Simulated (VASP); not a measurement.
# Relaxed cell of ZrC: a test of cutoff and mesh, part 2 of 2

Aim: test the relaxed volume of ZrC against cutoff and mesh. The starting structure is a measured crystal structure from the Crystallography Open Database. The first relaxation on each setting starts from this cell expanded by 3 % in volume.

VASP 6.6.1.

Results so far: reference 12.75 Å³ an atom; a cutoff of 400 eV 12.69 Å³ an atom; a 7×7×7 mesh 12.74 Å³ an atom.

### 5. Relaxation with a cutoff of 680 eV

Level of this step: PBEsol; plane waves and PAW (Zr_sv, C) (VASP).

Against step 2 the input has ENCUT = 680. This run starts from the cell of an earlier relaxation, which isn't shown; the restart sets up the plane waves anew.

File INCAR:

```
SYSTEM = ZrC
PREC = Accurate
ENCUT = 680
EDIFF = 1E-06
NELM = 100
ISMEAR = 0
SIGMA = 0.05
LREAL = .FALSE.
ALGO = Normal
GGA = PS
NBANDS = 14
LORBIT = 11
LWAVE = .FALSE.
LCHARG = .FALSE.
KPAR = 4
IBRION = 2
NSW = 50
ISIF = 3
EDIFFG = -0.006
```

File POSCAR:

```
ZrC
1.0
    0.0000000000      2.3358015753      2.3358015753
    2.3358015753      0.0000000000      2.3358015753
    2.3358015753      2.3358015753      0.0000000000
Zr C
1 1
Direct
    0.5000000000      0.5000000000      0.5000000000
    0.0000000000      0.0000000000      0.0000000000
```

File KPOINTS:

```
Automatic mesh
0
Gamma
12 12 12
0 0 0
```

Potentials, in the order of the species: Zr_sv and C (PBE family, release 64).

Launch:

```
$ mpirun -np 4 vasp_std
```

What it wrote:

```text
[... set-up lines as in an earlier step ...]
 entering main loop
       N       E                     dE             d eps       ncg     rms          rms(c)
DAV:   1     0.119051532020E+03    0.11905E+03   -0.99930E+03  2016   0.141E+03
DAV:   2    -0.163167715804E+02   -0.13537E+03   -0.12654E+03  2448   0.334E+02
DAV:   3    -0.236486135802E+02   -0.73318E+01   -0.72655E+01  3436   0.677E+01
DAV:   4    -0.237825030549E+02   -0.13389E+00   -0.13385E+00  2336   0.652E+00
[...]
DAV:  11    -0.205736477163E+02    0.20933E-03   -0.75501E-04  2232   0.235E-01    0.473E-02
DAV:  12    -0.205736449788E+02    0.27376E-05   -0.15745E-05  2798   0.283E-02    0.137E-02
DAV:  13    -0.205736444564E+02    0.52235E-06   -0.18173E-06  2244   0.973E-03
   1 F= -.20573644E+02 E0= -.20573233E+02  d E =-.205736E+02
[...]
reached required accuracy - stopping structural energy minimisation
```

It took 7.4 s on 4 MPI ranks of AMD EPYC 9R14 (Zen 4), shared host; peak memory 0.62 GiB.

From OUTCAR (step 5):

```text
  Total       -0.0069723     -0.0069723     -0.0069723     -0.0000000      0.0000000     -0.0000000
  in kB       -0.4382788     -0.4382788     -0.4382788     -0.0000000      0.0000000     -0.0000000
  external PRESSURE =      -0.4382788 kB  Pullay stress =       0.0000000 kB

 POSITION                                       TOTAL-FORCE (eV/Angst)
 -----------------------------------------------------------------------------------
      2.33580      2.33580      2.33580         0.000000     -0.000000     -0.000000
      0.00000      0.00000      0.00000         0.000000      0.000000      0.000000
 -----------------------------------------------------------------------------------
    total drift:                                0.000000      0.000000      0.000000

  FREE ENERGIE OF THE ION-ELECTRON SYSTEM (eV)
  ---------------------------------------------------
  free  energy   TOTEN  =       -20.5736444564 eV

  energy  without entropy=      -20.5728208953  energy(sigma->0) =      -20.57323268

[... 2 parts as in an earlier step ...]

[... 2 further parts left out ...]
[key lines of the parts left out:]
E-fermi :   9.7792
```

With a cutoff of 680 eV the cell ends at 12.744 Å³ an atom, -0.02 % from the reference.

### 6. Relaxation with an 18×18×18 mesh

Against step 2 the input has an 18×18×18 mesh. This run starts from the cell of an earlier relaxation, which isn't shown; the restart sets up the plane waves anew.

INCAR: that of step 5 with these lines changed.

```diff
@@ -2,3 +2,3 @@
 PREC = Accurate
-ENCUT = 680
+ENCUT = 520
 EDIFF = 1E-06
```

File POSCAR:

```
ZrC
1.0
    0.0000000000      2.3357687345      2.3357687345
    2.3357687345      0.0000000000      2.3357687345
    2.3357687345      2.3357687345      0.0000000000
Zr C
1 1
Direct
    0.5000000000      0.5000000000      0.5000000000
    0.0000000000      0.0000000000      0.0000000000
```

File KPOINTS:

```
Automatic mesh
0
Gamma
18 18 18
0 0 0
```

Launch:

```
$ mpirun -np 4 vasp_std
```

What it wrote:

```text
[... set-up lines as in an earlier step ...]
 entering main loop
       N       E                     dE             d eps       ncg     rms          rms(c)
DAV:   1     0.101232029737E+03    0.10123E+03   -0.87164E+03  5468   0.116E+03
DAV:   2    -0.174553141497E+02   -0.11869E+03   -0.11120E+03  6966   0.302E+02
DAV:   3    -0.235846278871E+02   -0.61293E+01   -0.60845E+01  8838   0.601E+01
DAV:   4    -0.237806824946E+02   -0.19605E+00   -0.19599E+00  6834   0.689E+00
[...]
DAV:  11    -0.205724708199E+02    0.25079E-03   -0.84577E-04  6078   0.240E-01    0.509E-02
DAV:  12    -0.205724674252E+02    0.33947E-05   -0.17409E-05  7150   0.300E-02    0.103E-02
DAV:  13    -0.205724670044E+02    0.42082E-06   -0.10720E-06  4732   0.768E-03
   1 F= -.20572467E+02 E0= -.20572258E+02  d E =-.205725E+02
[...]
reached required accuracy - stopping structural energy minimisation
```

Wall time 15 s (4 MPI ranks); peak memory 0.73 GiB; 59 s of CPU time.

Parts of OUTCAR (step 6):

```text
  Total       -0.0017454     -0.0017454     -0.0017454     -0.0000000     -0.0000000     -0.0000000
  in kB       -0.1097204     -0.1097204     -0.1097204     -0.0000000     -0.0000000     -0.0000000
  external PRESSURE =      -0.1097204 kB  Pullay stress =       0.0000000 kB

 POSITION                                       TOTAL-FORCE (eV/Angst)
 -----------------------------------------------------------------------------------
      2.33577      2.33577      2.33577         0.000000      0.000000     -0.000000
      0.00000      0.00000      0.00000        -0.000000     -0.000000      0.000000
 -----------------------------------------------------------------------------------
    total drift:                                0.000000      0.000000      0.000000

  FREE ENERGIE OF THE ION-ELECTRON SYSTEM (eV)
  ---------------------------------------------------
  free  energy   TOTEN  =       -20.5724670044 eV

  energy  without entropy=      -20.5720488584  energy(sigma->0) =      -20.57225793

[... 1 part as in an earlier step ...]

[... 3 further parts left out ...]
[key lines of the parts left out:]
E-fermi :   9.7115
```

With an 18×18×18 mesh the cell ends at 12.744 Å³ an atom, -0.02 % from the reference.

### 7. All runs side by side

| run | volume (Å³/atom) | change (%) | pressure left (GPa) | core minutes |
| --- | --- | --- | --- | --- |
| reference | 12.747 | - | -0.02 | 1.99 |
| a cutoff of 400 eV | 12.694 | -0.41 | 0.01 | 1.52 |
| a 7×7×7 mesh | 12.741 | -0.05 | 0.0 | 0.747 |
| a cutoff of 680 eV | 12.744 | -0.02 | -0.04 | 2.43 |
| an 18×18×18 mesh | 12.744 | -0.02 | -0.01 | 4.16 |

Core minutes are wall time times ranks, summed over the relaxations behind a row (those for a bulk modulus apart), on shared hosts.

### 8. Results

```json
{
  "volume of the reference": "12.75 Å³/atom",
  "volume against the reference, a cutoff of 400 eV": "-0.41 %",
  "volume against the reference, a 7×7×7 mesh": "-0.05 %",
  "volume against the reference, a cutoff of 680 eV": "-0.02 %",
  "volume against the reference, an 18×18×18 mesh": "-0.02 %"
}
```

In words: The volume moves most with a cutoff of 400 eV: -0.41 % against the reference (520 eV, 12×12×12 mesh). On finer settings it changes by -0.02 % with a cutoff of 680 eV and -0.02 % with an 18×18×18 mesh. The relaxations stop with up to 0.04 GPa left, which at a bulk modulus of 50 GPa, to name a scale, is 0.09 % of the volume. A cell that shrinks at the lower cutoff is the usual mark of Pulay stress, the error that a plane-wave basis makes when it is kept while the volume changes. Further runs on this material are not shown.

[Lines on the potential files, build, host, timing and source positions are cut from VASP's logs without a mark.]

[Logs are printed without paths, hosts, clocks, repeated set-up lines and the standing remarks that a program may print on its own settings, such as how far it seeks lower states.]

[Hosts, paths, dates, database ids (printed as entryN), source tags and the programs' standing remarks are cut or masked in the printed files.]
